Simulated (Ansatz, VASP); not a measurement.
## Two plane-wave programs on In3Cu

Contents of INCAR:

```
PREC = Accurate ; ENCUT = 520
EDIFF = 1E-6 ; ISMEAR = 0
SIGMA = 0.1 ; LREAL = F
LASPH = T ; NELM = 60
ALGO = Fast ; ISIF = 2
LWAVE = F ; LCHARG = F
GGA = PE ; NBANDS = 60
```

Contents of KPOINTS:

```
regular mesh
0
Gamma
  3 3 4
```

Contents of POSCAR:

```
In3Cu
1.0
    7.0476178300      0.0000000000      0.0000000000
   -3.5238089200      6.1034160800      0.0000000000
    0.0000000000      0.0000000000      4.4287600500
In Cu
6 2
Direct
    0.3609940100      0.1804970100      0.7500000000
    0.8195029900      0.1804970100      0.7500000000
    0.8195029900      0.6390059900      0.7500000000
    0.6390059900      0.8195029900      0.2500000000
    0.1804970100      0.8195029900      0.2500000000
    0.1804970100      0.3609940100      0.2500000000
    0.6666666700      0.3333333300      0.2500000000
    0.3333333300      0.6666666700      0.7500000000
```

Input for Ansatz:

```yaml
crystal:
  lattice:
    - [7.04761783, 0.0, 0.0]
    - [-3.52380892, 6.10341608, 0.0]
    - [0.0, 0.0, 4.42876005]
  atoms:
    - { symbol: In, position: [0.36099401, 0.18049701, 0.75] }
    - { symbol: In, position: [0.81950299, 0.18049701, 0.75] }
    - { symbol: In, position: [0.81950299, 0.63900599, 0.75] }
    - { symbol: In, position: [0.63900599, 0.81950299, 0.25] }
    - { symbol: In, position: [0.18049701, 0.81950299, 0.25] }
    - { symbol: In, position: [0.18049701, 0.36099401, 0.25] }
    - { symbol: Cu, position: [0.66666667, 0.33333333, 0.25] }
    - { symbol: Cu, position: [0.33333333, 0.66666667, 0.75] }
basis:
  ecutwfc: 420
kpoints:
  mp_grid: { grid: [3, 3, 4] }
hamiltonian:
  xc: pbe
scf:
  occupations: { method: gaussian, width: 0.1 }
  lower_state_search: "off"
output:
  forces: true
  stress: true
  eigenvalues: true
```

Alike in both runs: task single point; functional PBE; k mesh 3 × 3 × 4; occupations gaussian, width 0.1 eV; no spin polarisation.

|  | VASP | Ansatz |
| --- | --- | --- |
| version | VASP 6.6.1 | Ansatz 0.2.0 |
| potentials or method | VASP PAW PBE potentials, release 64 (In_d, Cu) | scalar-relativistic, plane waves, PAW |
| plane-wave cutoff (eV) | 520 | 420 |
| valence electrons in the cell | 100 | 116 |

|  | VASP | Ansatz | Ansatz less VASP |
| --- | --- | --- | --- |
| gap on the k mesh at the Fermi level (eV) | none | none | - |
| pressure (GPa) | -0.4 | -0.4 | +0.01 |
| largest component of the traceless stress (GPa) | 0.08 | 0.14 | +0.060 |
| rms of the force components (eV/Å) | 0.004 | 0.001 | -0.0025 |

Atom by atom the forces differ by 0.003 eV/Å (rms over components). A gap of «none» marks a metal or a gap that the smearing closes. The two sets of potentials don't hold the same shells in valence.
